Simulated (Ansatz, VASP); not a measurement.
# Cross-check of H3SeF between VASP and Ansatz

Aim: how closely do two programs agree when they are given the same cell, functional and k mesh? The cell is invented: As first built, before any earlier steps moved the atoms (in the runner's words): F for Cl, Se for O in the H3ClO structure of space group R3m. It may not be a known or stable phase. The cell is taken from a series of runs on this material, whose earlier steps may have relaxed, scaled, displaced or heated it; both programs get it as it stands.

Program: Ansatz 0.2.0. Level of theory: plane waves, with VASP 6.6.1 beside it; single point at r2SCAN. Results are calculated unless marked as measured.

**1. Starting point**

Symmetry: R3m, No. 160, trigonal system. Conventional cell: a = 4.699 Å, b = 4.699 Å, c = 9.777 Å, α = 90.00°, β = 90.00°, γ = 120.00°. H has 1 F at 1.52 Å and 1 Se at 1.55 Å nearest. F has 3 H at 1.52 Å nearest. Se has 3 H at 1.55 Å nearest. It derives from H3ClO. As first built, before any earlier steps moved the atoms (in the runner's words): F for Cl, Se for O in the H3ClO structure of space group R3m. Farther neighbours and most contacts between anions are not listed.

**2. VASP: single point, r2SCAN, pair 1**

With cell and atoms fixed, the geometry can't cause a difference; cores, projectors, grids and the points listed under the comparison can.

Lines of VASP's logs that name or quote its potential files are left out, and so is its time.

INCAR

```
SYSTEM = H3SeF
PREC = Accurate
ENCUT = 580
EDIFF = 1E-06
NELM = 120
ISMEAR = 0
SIGMA = 0.01
LREAL = .FALSE.
ALGO = Normal
METAGGA = R2SCAN
LASPH = .TRUE.
NBANDS = 14
LORBIT = 11
LWAVE = .FALSE.
LCHARG = .FALSE.
ISIF = 2
GGA_COMPAT = .FALSE.
EFERMI = MIDGAP
LMIXTAU = .TRUE.
KPAR = 2
```

POSCAR

```
H3SeF
1.0
    2.3493637402      1.3564057878      3.2590993039
   -2.3493637402      1.3564057878      3.2590993039
    0.0000000000     -2.7128115756      3.2590993039
H F Se
3 1 1
Direct
    0.7306069626      0.2406069975      0.2406069975
    0.2406069975      0.7306069626      0.2406069975
    0.2406069975      0.2406069975      0.7306069626
    0.0072012252      0.0072012252      0.0072012252
    0.4849788172      0.4849788172      0.4849788172
```

KPOINTS

```
Automatic mesh
0
Gamma
6 6 6
0 0 0
```

Potentials, in the order of the species: H, F and Se (PBE family, release 64).

Run with:

```
$ mpirun -np 2 vasp_std
```

Numbers of over 12 decimals in the logs are rounded to 6 here.

The log of the run:

```text
[banner, memory and clock lines left out]
running    2 mpi-ranks, on    1 nodes
 distrk:  each k-point on    1 cores,    2 groups
 distr:  one band on    1 cores,    1 groups

 POSCAR found type information on POSCAR H F Se
 POSCAR found :  3 types and       5 ions
|                                                                             |
|               ----> ADVICE to this user running VASP <----                  |
|                                                                             |
|     You enforced a specific xc type in the INCAR file but a different       |
|     [... a line on the potential file left out ...]
|     I HOPE YOU KNOW WHAT YOU ARE DOING!                                     |
|                                                                             |

 LDA part: xc-table for (None), standard interpolation
 POSCAR, INCAR and KPOINTS ok, starting setup
 FFT: planning ... GRIDC
 FFT: planning ... GRID_SOFT
 FFT: planning ... GRID
 WAVECAR not read
 entering main loop
       N       E                     dE             d eps       ncg     rms          rms(c)
DAV:   1     0.520517311989E+02    0.52052E+02   -0.71238E+03   896   0.107E+03
DAV:   2    -0.311796603177E+02   -0.83231E+02   -0.75712E+02  1290   0.197E+02
DAV:   3    -0.356097128007E+02   -0.44301E+01   -0.44079E+01  1100   0.472E+01
DAV:   4    -0.356327536593E+02   -0.23041E-01   -0.23037E-01  1052   0.380E+00
DAV:   5    -0.356328897928E+02   -0.13613E-03   -0.13613E-03  1118   0.283E-01    0.737E+00
DAV:   6    -0.312513798665E+02    0.43815E+01   -0.92937E-01   968   0.136E+01    0.370E+00
DAV:   7    -0.303173513081E+02    0.93403E+00   -0.79936E-01  1118   0.111E+01    0.203E+00
DAV:   8    -0.324293706584E+02   -0.21120E+01   -0.56969E-01   998   0.127E+01    0.107E+00
DAV:   9    -0.302680886179E+02    0.21613E+01   -0.23697E-01   968   0.748E+00    0.327E-01
DAV:  10    -0.304451584801E+02   -0.17707E+00   -0.14576E-01   896   0.363E+00    0.270E-01
DAV:  11    -0.304389803926E+02    0.61781E-02   -0.99599E-03  1088   0.122E+00    0.128E-01
DAV:  12    -0.304098591406E+02    0.29121E-01   -0.16593E-02   896   0.182E+00    0.198E-01
DAV:  13    -0.304478441748E+02   -0.37985E-01   -0.12556E-02   896   0.147E+00    0.125E-01
DAV:  14    -0.304490088814E+02   -0.11647E-02   -0.26844E-03   908   0.684E-01    0.841E-02
DAV:  15    -0.304496778868E+02   -0.66901E-03   -0.29074E-04  1052   0.142E-01    0.627E-02
DAV:  16    -0.304496814415E+02   -0.35547E-05   -0.31331E-06  1082   0.169E-02    0.614E-02
DAV:  17    -0.304496809814E+02    0.46008E-06   -0.28813E-08   622   0.167E-03
   1 F= -.30449681E+02 E0= -.30449681E+02  d E =0.000000E+00
```

From OUTCAR (step 2):

```text
ion  position               nearest neighbor table
   1  0.731  0.241  0.241-   5 1.55
   2  0.241  0.731  0.241-   5 1.55
   3  0.241  0.241  0.731-   5 1.55
   4  0.007  0.007  0.007-
   5  0.485  0.485  0.485-   3 1.55   2 1.55   1 1.55

  LATTYP: Found a trigonal (rhomboedric) cell.
 ALAT       =     4.2404097582
 COS(alpha) =     0.3860756369

 Subroutine GETGRP returns: Found  6 space group operations
 (whereof  6 operations were pure point group operations)

The static configuration has the point symmetry C_3v.

 Found     32 irreducible k-points:

   k-points           NKPTS =     32   k-points in BZ     NKDIM =     32   number of bands    NBANDS=     14

   dimension x,y,z NGX =    36 NGY =   36 NGZ =   36
   dimension x,y,z NGXF=    72 NGYF=   72 NGZF=   72

   ENCUT  =  580.0 eV  42.63 Ry    6.53 a.u.   8.33  8.33  8.33*2*pi/ulx,y,z

   NELECT =      16.0000    total number of electrons

 k-points in reciprocal lattice and weights: Automatic mesh
   0.00000000  0.00000000  0.00000000       0.005
   0.16666667 -0.00000000  0.00000000       0.028
   0.33333333 -0.00000000  0.00000000       0.028
   0.50000000 -0.00000000  0.00000000       0.014
   0.16666667  0.16666667  0.00000000       0.028
   0.33333333  0.16666667  0.00000000       0.056
   0.50000000  0.16666667  0.00000000       0.056
  -0.33333333  0.16666667 -0.00000000       0.056
  -0.16666667  0.16666667  0.00000000       0.028
[...]
-0.33333333  0.50000000  0.33333333       0.028
   0.50000000  0.50000000  0.50000000       0.005

 average (electrostatic) potential at core
       1 -40.2247       2 -40.2247       3 -40.2247       4 -83.3104       5 -62.8930

 E-fermi :   0.6893

 k-point     1 :       0.0000    0.0000    0.0000
  band No.  band energies     occupation
    ...
      4      -6.9619      2.00000
      5      -4.6997      2.00000
      6      -2.8463      2.00000
      7      -2.8463      2.00000
      8      -2.2775      2.00000
      9       3.6934      0.00000
     10       5.8466      0.00000
     11       5.8466      0.00000
     12       7.2771      0.00000
     13       7.2771      0.00000
    ...

 k-point     2 :       0.1667   -0.0000    0.0000
  band No.  band energies     occupation
    ...
      4      -6.8669      2.00000
      5      -4.7512      2.00000
      6      -3.1905      2.00000
      7      -2.9421      2.00000
      8      -2.4089      2.00000
      9       4.3858      0.00000
     10       5.8266      0.00000
     11       5.8586      0.00000
     12       7.3367      0.00000
     13       7.6466      0.00000
    ...

 k-point     3 :       0.3333   -0.0000    0.0000
  band No.  band energies     occupation
    ...
      4      -6.6212      2.00000
      5      -4.9594      2.00000
      6      -3.7582      2.00000
      7      -3.1334      2.00000
      8      -2.5951      2.00000
      9       5.4590      0.00000
     10       5.8836      0.00000
     11       5.9193      0.00000
     12       7.7518      0.00000
     13       8.5798      0.00000
    ...

  Total       -0.1587721     -0.1587721     -0.1932108      0.0000000      0.0000000     -0.0000000
  in kB       -4.0822171     -4.0822171     -4.9676756      0.0000000      0.0000000     -0.0000000
  external PRESSURE =      -4.3773699 kB  Pullay stress =       0.0000000 kB

  energy-cutoff  :      580.00
  volume of cell :       62.31
      direct lattice vectors                 reciprocal lattice vectors
     2.349363740  1.356405788  3.259099304     0.212823579  0.122873751  0.102277747
    -2.349363740  1.356405788  3.259099304    -0.212823579  0.122873751  0.102277747
     0.000000000 -2.712811576  3.259099304     0.000000000 -0.245747501  0.102277747

 POSITION                                       TOTAL-FORCE (eV/Angst)
 -----------------------------------------------------------------------------------
      1.15119      0.66464      3.94944         0.018254      0.010539     -0.013378
     -1.15119      0.66464      3.94944        -0.018254      0.010539     -0.013378
      0.00000     -1.32928      3.94944         0.000000     -0.021078     -0.013378
      0.00000      0.00000      0.07041         0.000000      0.000000     -0.002573
      0.00000      0.00000      4.74178         0.000000      0.000000      0.042708
 -----------------------------------------------------------------------------------
    total drift:                               -0.000000      0.000000     -0.007633

  FREE ENERGIE OF THE ION-ELECTRON SYSTEM (eV)
  ---------------------------------------------------
  free  energy   TOTEN  =       -30.4496809814 eV

  energy  without entropy=      -30.4496809814  energy(sigma->0) =      -30.44968098

 total charge
# of ion       s       p       d       tot
------------------------------------------
    1        0.456   0.038   0.000   0.494
    2        0.456   0.038   0.000   0.494
    3        0.456   0.038   0.000   0.494
    4        1.745   4.337   0.000   6.082
    5        1.446   2.511   0.065   4.022
--------------------------------------------------
tot          4.559   6.963   0.065  11.587

[... 3 further parts left out ...]
```

The run ends at a pressure of -0.44 GPa, with forces up to 0.043 eV/Å.

**3. Ansatz: single point, r2SCAN, pair 1**

Ansatz runs on its default PAW (the set named soft_2) files.

The same cell, functional and mesh now go to Ansatz, which takes its cutoff from its data sets.

input.yaml

```yaml
crystal:
  lattice:
    - [2.3493637402, 1.3564057878, 3.2590993039]
    - [-2.3493637402, 1.3564057878, 3.2590993039]
    - [0.0, -2.7128115756, 3.2590993039]
  atoms:
    - { symbol: H, position: [0.7306069626, 0.2406069975, 0.2406069975] }
    - { symbol: H, position: [0.2406069975, 0.7306069626, 0.2406069975] }
    - { symbol: H, position: [0.2406069975, 0.2406069975, 0.7306069626] }
    - { symbol: F, position: [0.0072012252, 0.0072012252, 0.0072012252] }
    - { symbol: Se, position: [0.4849788172, 0.4849788172, 0.4849788172] }
kpoints:
  mp_grid: { grid: [6, 6, 6] }
  band_path: { path: [VBM, CBM], npoints: 30 }
scf:
  occupations: { method: fixed }
hamiltonian:
  xc: r2scan
output:
  eigenvalues: true
  write_potential: true
  write_density: true
  volumetric_format: npy
  elf: true
```

Run with:

```
$ ansatz run input.yaml --threads 2 --pin off --max-ram 4096MiB --backend cpu --events-out ev --progress --plain --runs-dir out
```

The log of the run:

```text
Engine: ansatz 0.2.0, aarch64-unknown-linux-gnu
Pseudopotentials: kind: paw
Pseudopotential: H, paw, valence charge 1, recommended cutoff 500 eV (meta_gga), H.paw.azcp
Pseudopotential: F, paw, valence charge 7, recommended cutoff 500 eV (meta_gga), F.paw.azcp
Pseudopotential: Se, paw, valence charge 16, recommended cutoff 500 eV (meta_gga), Se.paw.azcp
Functional definition: r2SCAN
  parameter k0 = 0.174
  parameter k1 = 0.065
  parameter a1 = 4.9479
  exchange = r2scan_x(k0 = k0, k1 = k1, a1 = a1)
  correlation = r2scan_c
Crystal: 5 atoms, lattice volume = 62.314 Å³
Basis set: ecut = 500 eV, 1613 PW (Γ), exchange–correlation on 128×128×128 points (64 copies of the dense FFT grid, shifted against one another)
Bands: 18, of which v1, the nominal top of the filled ones, is band 13 counted from 1 (12 counted from 0)
Symmetry: 6 space group operations
Space group: R3m (ITA 160), of the structure as read, at distance tolerance 4.0e-5 Å
k-points: 32 of 216 (time reversal used)
Non-local potential: H, projectors of the file, l = 0: 2, l = 1: 1
Non-local potential: F, projectors of the file, l = 0: 2, l = 1: 2, l = 2: 1
Non-local potential: Se, projectors of the file, l = 0: 2, l = 1: 2, l = 2: 3, l = 3: 1
PAW form: soft (Blöchl's): semilocal exchange-correlation on the pseudo side does not see the compensation charge
PAW frozen core: F, regenerated for the run's functional (the file was generated under x = pbe(κ = 0.804, μ = 0.219515), c = pbe(β = 0.066725))
PAW frozen core: Se, regenerated for the run's functional (the file was generated under x = pbe(κ = 0.804, μ = 0.219515), c = pbe(β = 0.066725))
PAW one-centre angular grid: H, 302 points (default); XC on 160 Gauss nodes
PAW one-centre angular grid: F, 302 points (default); XC on 160 Gauss nodes
PAW one-centre angular grid: Se, 590 points (default); XC on 160 Gauss nodes
Initial density: superposition of atomic densities (neutral atoms: chi_scale 0, normalization atom), corrected by the library's trained network
Initial wavefunctions: pseudopotential atomic-orbital guess
Functional: x = r2scan, c = r2scan; τ floored in thin density (d = 2e-4 eV/Å³)
SCF iter   1: F=—  HF=-6335.484474 eV  |F-HF|=—  |Δ(HF+E_count)|=         —  Δρ=5.30e-3  dr2=1.36e-2  dr2_τ=3.61e-2  ethr=1.77e-3  ⟨swp⟩=4.4  Hψ=2659  notcnv=0  defer=82
preconditioner: auto → none  [insulator: Δε(μ)=5.982 eV  Ē_g=12.968 eV  n_scr=14 (ndim 8)  ℏωp=17.6 eV  f_vac=0.173  ε∞_Penn≈2.8]
SCF iter   2: F=—  HF=-6335.477517 eV  |F-HF|=—  |Δ(HF+E_count)|=   6.96e-3  Δρ=2.30e-3  dr2=1.80e-3  dr2_τ=2.41e-4  ethr=5.24e-5  ⟨swp⟩=3.1  Hψ=1336  notcnv=0  defer=80
SCF iter   3: F=—  HF=-6335.478238 eV  |F-HF|=—  |Δ(HF+E_count)|=   7.22e-4  Δρ=1.18e-3  dr2=3.45e-4  dr2_τ=4.45e-5  ethr=6.91e-6  ⟨swp⟩=2.8  Hψ=995  notcnv=0  defer=91
SCF iter   4: F=—  HF=-6335.478563 eV  |F-HF|=—  |Δ(HF+E_count)|=   3.24e-4  Δρ=7.14e-4  dr2=2.26e-4  dr2_τ=1.92e-5  ethr=1.33e-6  ⟨swp⟩=2.0  Hψ=869  notcnv=0  defer=91
SCF iter   5: F=—  HF=-6335.478519 eV  |F-HF|=—  |Δ(HF+E_count)|=   4.34e-5  Δρ=1.22e-4  dr2=1.05e-5  dr2_τ=3.94e-7  ethr=8.68e-7  ⟨swp⟩=2.0  Hψ=865  notcnv=0  defer=80
SCF iter   6: F=—  HF=-6335.478519 eV  |F-HF|=—  |Δ(HF+E_count)|=   5.57e-7  Δρ=4.06e-5  dr2=7.20e-7  dr2_τ=6.08e-8  ethr=4.03e-8  ⟨swp⟩=2.1  Hψ=732  notcnv=0  defer=33
SCF iter   7: F=—  HF=-6335.478519 eV  |F-HF|=—  |Δ(HF+E_count)|=   2.80e-8  Δρ=1.63e-5  dr2=1.33e-7  dr2_τ=5.87e-9  ethr=2.77e-9  ⟨swp⟩=2.3  Hψ=726  notcnv=0  defer=33
SCF iter   8: F=-6335.478519 eV  HF=-6335.478519 eV  |F-HF|=6.22e-10  |Δ(HF+E_count)|=   2.01e-8  Δρ=1.85e-6  dr2=1.57e-9  dr2_τ=6.01e-11  ethr=3.85e-10  ⟨swp⟩=6.9  Hψ=2008  notcnv=0
SCF 1 converged in 8 iterations: F = -6335.478519 eV  dr2 = 1.57e-9
  greatest PAW one-centre occupation: 1.000 electrons in one spin orbital (limit 2), on the Se atom at site 4 (counted from 0), in its partial waves of l = 2
NSCF: frozen V_eff on 32 k-points
NSCF: frozen V_eff on 32 k-points
[...]
SCF converged after 8 iterations
Free energy (F): -6335.478519 eV
Harris-Foulkes:  -6335.478519 eV  (|F-HF|=6.22e-10)
Internal energy: -6335.478519 eV  (E = F + TS)
E sigma→0 (E₀):  -6335.478519 eV
Fermi energy:    0.069806 eV
--- Per-component energies (eV) ---
  E_band       = -560.435848
  E_kinetic    = 363.301975
  E_local      = -3586.951081  (includes V_loc(G=0)·N_el)
  E_nonlocal   = -518.256597
  E_hartree    = 1643.854104
  E_xc         = -203.252285
  E_vxc        = -259.261654  (∫ρ·V_xc dr)
  E_paw        = -2128.794209  (= ΣΔE_a)
  E_vpaw       = 136.680729  (= ΣTr[D̂ρ^β])
  E_aug_tail   = -0.000192  (compensation charges beyond the density's cutoff)
  E_vtau       = 16.342639  (kinetic-family band-sum trace: ∫τ·v_τ [+ j·A + Jᵃ·Aᵃ] dr)
  E_ewald      = -1903.584071
  E_core_change = -1.796162  (= ΣΔE_core)
  E_smearing   = -0.000000  (= −TS)
  E_closure    = 0.000000  (closes the sum)
  Σ components = -6335.478519   (vs F -6335.478519, Δ=0.00e0)
--- Band table (eV; the first three rows and the last of 32) ---
  k-point 0: bands = [... 9 lower, -2.3685, -0.5001, -0.5001, 0.0698, 6.0611, 8.2127, 8.2127, 9.6506, ... 1 higher]
  k-point 1: bands = [... 9 lower, -2.4191, -0.8444, -0.5958, -0.0612, 6.7517, 8.1939, 8.2237, 9.7081, ... 1 higher]
  k-point 2: bands = [... 9 lower, -2.6231, -1.4155, -0.7869, -0.2467, 7.8236, 8.2505, 8.2817, 10.1222, ... 1 higher]
  k-point 31: bands = [... 9 lower, -2.2599, -1.9106, -1.1833, -1.1833, 7.8361, 8.1661, 8.1661, 12.0262, ... 1 higher]
```

**4. Differences**

Known differences besides the potentials themselves: VASP keeps PBE cores, Ansatz makes them for the functional; fixed occupations in Ansatz, narrow Gaussian smearing in VASP; the data sets hold 26 valence electrons in Ansatz (on its default PAW (the set named soft_2) files) and 16 in VASP; the cutoff is 500 eV in Ansatz and 580 eV in VASP. Total energies have different zeros and are not compared.

Compared:

```
              quantity  Ansatz   VASP  difference
gap on the k mesh (eV)   5.948  5.934      +0.014
```

A gap on the mesh is an upper bound, since the band edges may lie between its points.

**5. VASP: single point, r2SCAN, pair 2**

With cell and atoms fixed, the geometry can't cause a difference; cores, projectors, grids and the points listed under the comparison can.

INCAR is that of step 2.

POSCAR

```
H3SeF
1.0
    4.6987274800      0.0000000000      0.0000000000
    2.3493637400      4.0692173630      0.0000000000
    2.3493637400      1.3564057880      3.2590993040
H F Se
3 1 1
Direct
    0.7593930025      0.7593930025      0.2118209576
    0.2693930374      0.7593930025      0.2118209576
    0.7593930025      0.2693930374      0.2118209576
    0.9927987748      0.9927987748      0.0216036756
    0.5150211828      0.5150211828      0.4549364516
```

KPOINTS

```
Automatic mesh
0
Gamma
8 8 8
0 0 0
```

Run with:

```
$ mpirun -np 2 vasp_std
```

The log of the run:

```text
[banner, memory and clock lines left out]
running    2 mpi-ranks, on    1 nodes
[...]
[... a notice as in an earlier step ...]

 LDA part: xc-table for (None), standard interpolation
 POSCAR, INCAR and KPOINTS ok, starting setup
[...]
entering main loop
       N       E                     dE             d eps       ncg     rms          rms(c)
DAV:   1     0.515383240207E+02    0.51538E+02   -0.71753E+03  1820   0.107E+03
DAV:   2    -0.310551791557E+02   -0.82594E+02   -0.74913E+02  2618   0.195E+02
DAV:   3    -0.356101345859E+02   -0.45550E+01   -0.45308E+01  2264   0.481E+01
DAV:   4    -0.356327734486E+02   -0.22639E-01   -0.22636E-01  2090   0.384E+00
[...]
DAV:  21    -0.304499058461E+02    0.37504E-05   -0.66529E-06  1832   0.265E-02    0.134E-02
DAV:  22    -0.304499076376E+02   -0.17915E-05   -0.39488E-06  1850   0.273E-02    0.585E-03
DAV:  23    -0.304499074212E+02    0.21632E-06   -0.81153E-07  1360   0.902E-03
   1 F= -.30449907E+02 E0= -.30449907E+02  d E =0.000000E+00
```

Parts of OUTCAR (step 5):

```text
  Total        0.0140829      0.0140829     -0.0148260      0.0000000     -0.0000000      0.0000000
  in kB        0.3620878      0.3620878     -0.3811946      0.0000000     -0.0000000      0.0000000
  external PRESSURE =       0.1143270 kB  Pullay stress =       0.0000000 kB

 POSITION                                       TOTAL-FORCE (eV/Angst)
 -----------------------------------------------------------------------------------
      5.84992      3.37745      0.69035         0.012988      0.007498     -0.012496
      3.54754      3.37745      0.69035        -0.012988      0.007498     -0.012496
      4.69873      1.38353      0.69035         0.000000     -0.014997     -0.012496
      7.04809      4.06922      0.07041        -0.000000     -0.000000     -0.004910
      4.69873      2.71281      1.48268        -0.000000      0.000000      0.042398
 -----------------------------------------------------------------------------------
    total drift:                               -0.000003     -0.000001      0.000716

  FREE ENERGIE OF THE ION-ELECTRON SYSTEM (eV)
  ---------------------------------------------------
  free  energy   TOTEN  =       -30.4499074212 eV

  energy  without entropy=      -30.4499074212  energy(sigma->0) =      -30.44990742

[... 3 further parts left out ...]
[key lines of the parts left out:]
E-fermi :   0.6869
```

The run ends at a pressure of 0.01 GPa, with forces up to 0.042 eV/Å.

[end of part 1 of 2]

[Lines on the potential files, build, host, timing and source positions are cut from VASP's logs without a mark.]

[Logs are printed without paths, hosts, clocks, repeated set-up lines and the standing remarks that a program may print on its own settings, such as how far it seeks lower states.]

[Hosts, paths, dates, database ids (printed as entryN), source tags and the programs' standing remarks are cut or masked in the printed files.]
